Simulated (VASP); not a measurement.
Data:

```yaml
crystal:
  lattice:
    - [4.69050, 0.00000, 0.00000]
    - [0.00000, 4.69050, 0.00000]
    - [0.00000, 0.00000, 3.12834]
  atoms:
    - { symbol: Zn, position: [0.00000, 0.00000, 0.00000] }
    - { symbol: Zn, position: [0.50000, 0.50000, 0.50000] }
    - { symbol: F, position: [0.30303, 0.30303, 0.00000] }
    - { symbol: F, position: [0.80303, 0.19697, 0.50000] }
    - { symbol: F, position: [0.19697, 0.80303, 0.50000] }
    - { symbol: F, position: [0.69697, 0.69697, 0.00000] }
```

Calculation: r2SCAN+rVV10, VASP's PBE PAW potentials (set 64) (plane waves; VASP). Numerical set-up: 520 eV cut-off, 5×5×8 Γ-centred mesh, tetrahedra with Blöchl corrections, potentials Zn F.

The cores are frozen, which limits the accuracy of field gradients.

### Question
Give the principal components of the electric field gradient (V/Å²) and the asymmetry η at each nucleus.

### Answer

```json
[
 {"atom": "Zn1", "Vxx": "-12.4", "Vyy": "-11.0", "Vzz": "23.4", "η": "0.06"},
 {"atom": "Zn2", "Vxx": "-12.4", "Vyy": "-11.0", "Vzz": "23.4", "η": "0.06"},
 {"atom": "F3", "Vxx": "57.8", "Vyy": "25.4", "Vzz": "-83.2", "η": "0.39"},
 {"atom": "F4", "Vxx": "57.8", "Vyy": "25.4", "Vzz": "-83.2", "η": "0.39"},
 {"atom": "F5", "Vxx": "57.8", "Vyy": "25.4", "Vzz": "-83.2", "η": "0.39"},
 {"atom": "F6", "Vxx": "57.8", "Vyy": "25.4", "Vzz": "-83.2", "η": "0.39"}
]
```

The compound is ZnF2 in the rutile structure. It was relaxed first.
